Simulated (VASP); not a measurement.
All values below come from HSE06 screened hybrid, VASP's PBE PAW potentials (set 64) (plane waves; VASP 6.6.1).

VASP input:

### INCAR
```
! general
SYSTEM   = Mg31ZnO32
PREC     = Normal
ENCUT    = 400
LREAL    = Auto
LASPH    = .TRUE.
ISYM     = 0

! electronic loop
EDIFF    = 1E-5
NELM     = 50
NELMIN   = 4
ALGO     = Normal
LMAXMIX  = 4

! smearing
ISMEAR   = 0
SIGMA    = 0.05

! functional
GGA      = PE
LHFCALC  = .TRUE.
AEXX     = 0.25
HFSCREEN = 0.2
PRECFOCK = Fast

! ions
ISIF     = 0

! output
LWAVE    = .FALSE.
LCHARG   = .FALSE.
```

### KPOINTS
```
Automatic mesh
0
Gamma
1 1 1
0 0 0
```

File POSCAR:
```
Mg31ZnO32
8.4869590
  1.0000000019   0.0000000000   0.0000000000
  0.0000000000   1.0000000019   0.0000000000
  0.0000000000   0.0000000000   1.0000000019
Mg O Zn
31 32 1
Cart
  0.5000741301   0.9998189297   0.0003802921
  0.7500218395   0.2500159383   0.0004536453
  0.7499349709   0.9999976722   0.2503574197
  0.0000314495   0.0000170644   0.0001959402
  0.2500349437   0.2499511485   0.0004640485
  0.5000568368   0.4997470158   0.0008019356
  0.7500344872   0.7498470772   0.0005356531
  0.2498106408   0.9997358798   0.2502629078
  0.4999064370   0.2497077932   0.2505791345
  0.7499484729   0.4998706787   0.2507326478
  0.5000641998   0.9997743572   0.5002492071
  0.7500155005   0.2498465345   0.5005171039
  0.7502676119   0.9999239439   0.7502944209
  0.0000362380   0.5000112456   0.0005034594
  0.2499931829   0.7497756238   0.0004000121
  0.9998881377   0.2501160206   0.2505389903
  0.2499045850   0.4996956253   0.2506040749
  0.4998671126   0.7497238673   0.2504312219
  0.0000809303   0.9999053041   0.5001301259
  0.2500032704   0.2497031825   0.5004947692
  0.7501212815   0.7498970871   0.5003905023
  0.2502128701   0.9999364165   0.7502838179
  0.5001939690   0.2497793745   0.7505859002
  0.7500771515   0.4999513125   0.7506490777
  0.9999083259   0.7497377013   0.2504160379
  0.0000417853   0.5000064168   0.5006840189
  0.2501080820   0.7497368961   0.5003607984
  0.0001935019   0.2501553527   0.7503416805
  0.2502365874   0.4999486225   0.7505497308
  0.5001744569   0.7498310124   0.7505106601
  0.0002851747   0.7499103287   0.7502256127
  0.7497122018   0.2501393583   0.2508018138
  0.9999246525   0.4999382747   0.2502958052
  0.0000703346   0.2496693686   0.5005668003
  0.2501955559   0.2500728172   0.2508259866
  0.4998489104   0.4996507915   0.2471392547
  0.7496778063   0.7495829053   0.2507279374
  0.9998566694   0.9999064275   0.2501042174
  0.5000525639   0.2460725151   0.5006324800
  0.7535421222   0.4998858363   0.5006406861
  0.0000965946   0.7501542750   0.5003217379
  0.7500109247   0.2501144577   0.7502541148
  0.0002042986   0.5000426031   0.7507990481
  0.9999704498   0.2500158895   0.0003651745
  0.2501112452   0.7495171677   0.2505569301
  0.4998953132   0.9998388173   0.2500183734
  0.2466585194   0.4998560870   0.5005362581
  0.5000990031   0.7532817060   0.5004158696
  0.7505244725   0.9997866591   0.5002765208
  0.2504562667   0.2501332556   0.7502031058
  0.5001722711   0.4997369934   0.7542636624
  0.7498791893   0.7495537897   0.7501118669
  0.0002575926   0.9999879517   0.7502844015
  0.5000952247   0.2494123964   0.0006412205
  0.7503570465   0.4998715357   0.0007560238
  0.0000462048   0.7500066933   0.0003394194
  0.2497171005   0.9997705833   0.5002594689
  0.2505023548   0.7496484818   0.7501802893
  0.5002186113   0.9997579671   0.7507897674
  0.2496861343   0.4998800164   0.0006299724
  0.5000305313   0.7500851082   0.0005387318
  0.7502774072   0.0000190079   0.0004079744
  0.2498152530   0.9998424918   0.0002868821
  0.5000410644   0.4998254189   0.5004824016
```

POTCAR, in this order: Mg O Zn (PBE.64 set). Program: vasp_gam. Read from the step before: WAVECAR.

The supercell is sampled at Γ alone, which is coarse: total energies, pressure and levels can be off, energies of defects by several tenths of an eV.

Problem. Predict the energy per atom (σ→0).

Solution. 
```json
{
 "energy per atom (σ→0)": "-7.081 eV/atom"
}
```

### OSZICAR
```
...
DAV:   4    -0.453164911216E+03    0.47630E-02   -0.57604E-03   362   0.181E-01    0.465E-01
DAV:   5    -0.453163238156E+03    0.16731E-02   -0.72084E-04   384   0.960E-02    0.275E-01
DAV:   6    -0.453162642818E+03    0.59534E-03   -0.24664E-04   416   0.706E-02    0.158E-01
DAV:   7    -0.453162448460E+03    0.19436E-03   -0.11264E-04   424   0.432E-02    0.912E-02
DAV:   8    -0.453162382795E+03    0.65665E-04   -0.24238E-05   232   0.206E-02    0.549E-02
DAV:   9    -0.453162360361E+03    0.22434E-04   -0.16349E-05   208   0.149E-02    0.332E-02
DAV:  10    -0.453162352663E+03    0.76981E-05   -0.36826E-06   184   0.872E-03
   1 F= -.45316235E+03 E0= -.45316235E+03  d E =-.193509E-12
```

The cell is a supercell with a defect, built from MgO (rock salt): Zn_Mg. The cell's shape comes from a PBE relaxation. The run is not spin-polarised, so no state with unpaired spins was tried.
